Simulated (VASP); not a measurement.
# MgC18: single point with PBE+D3(BJ)

The system is MgC18, a slab with vacuum.

```
C Mg
1.0
     7.39800    0.00000    0.00000
    -3.69900    6.40686    0.00000
     0.00000    0.00000   11.00000
C Mg
18 1
Direct
  0.00177 0.00038 0.08416
  0.22382 0.11145 0.08379
  0.00116 0.33401 0.08476
  0.22447 0.44568 0.08461
  0.00213 0.66795 0.08458
  0.22352 0.77861 0.08407
  0.33460 0.00069 0.08377
  0.55791 0.11237 0.08416
  0.33552 0.33477 0.08421
  0.55685 0.44539 0.08472
  0.33521 0.66700 0.08451
  0.55716 0.77801 0.08476
  0.66884 0.00133 0.08461
  0.89014 0.11206 0.08458
  0.66854 0.33371 0.08469
  0.89047 0.44465 0.08489
  0.66780 0.66733 0.08495
  0.89110 0.77899 0.08465
  0.21248 0.98008 0.38316
```

The cell was built by a generator and needn't be a form met in nature.

| Item | Value |
| --- | --- |
| Program | VASP 6.6.1 |
| Task | single point |
| Functional | PBE |
| Dispersion | D3(BJ) |
| Potentials or basis | VASP PAW PBE potentials, release 64 (C, Mg) |
| Cutoff | 520 eV |
| k mesh | 2 × 2 × 1 |
| Occupations | fermi-dirac, width 0.05 eV |
| Spin | no spin polarisation |
| Dipole correction | no |
| Further INCAR settings | LREAL = Auto; ALGO = Normal; EDIFF = 1e-06; NBANDS = 52 |

The largest force is 0.029 eV/Å. The band gap on the k mesh is 0.09 eV, direct and the dispersion energy per atom is -0.100 eV.

Forces in eV/Å, atoms in the order of the input:
```
C    0.009 -0.005 -0.004
C   -0.018  0.004 -0.006
C    0.001 -0.011  0.004
C    0.006  0.011  0.001
C    0.005  0.010  0.005
C   -0.007  0.009  0.001
C    0.017 -0.021 -0.009
C    0.007  0.006 -0.001
C    0.001  0.009 -0.003
C   -0.013  0.016 -0.004
C    0.019 -0.003 -0.002
C   -0.012 -0.011  0.003
C   -0.007 -0.002 -0.001
C   -0.008  0.016  0.002
C    0.016 -0.002 -0.001
C   -0.010 -0.008  0.000
C   -0.006 -0.011  0.003
C    0.007  0.005  0.002
Mg  -0.007 -0.009  0.009
```

Levels at points of the mesh, in eV from the valence-band top:
```csv
k point,band 34,band 35,band 36,band 37,band 38,band 39,band 40,band 41
"(0.00, 0.00, 0.00)",-2.99,-0.26,0.00,0.00,0.09,0.10,3.34,3.54
"(0.50, 0.00, 0.00)",-2.61,-2.59,-2.32,-0.14,1.70,2.53,2.54,2.56
"(0.00, 0.50, 0.00)",-2.61,-2.59,-2.32,-0.14,1.70,2.53,2.54,2.56
"(0.50, 0.50, 0.00)",-2.61,-2.60,-2.32,-0.15,1.71,2.51,2.54,2.55
```

Run time: 2.9 min on 1 thread of Intel(R) Xeon(R) Platinum 8488C (Sapphire Rapids), with other jobs on the host, peak memory 0.54 GiB.

Caveat: the k mesh is coarse (spacing up to 0.49 Å⁻¹), so the values aren't converged.
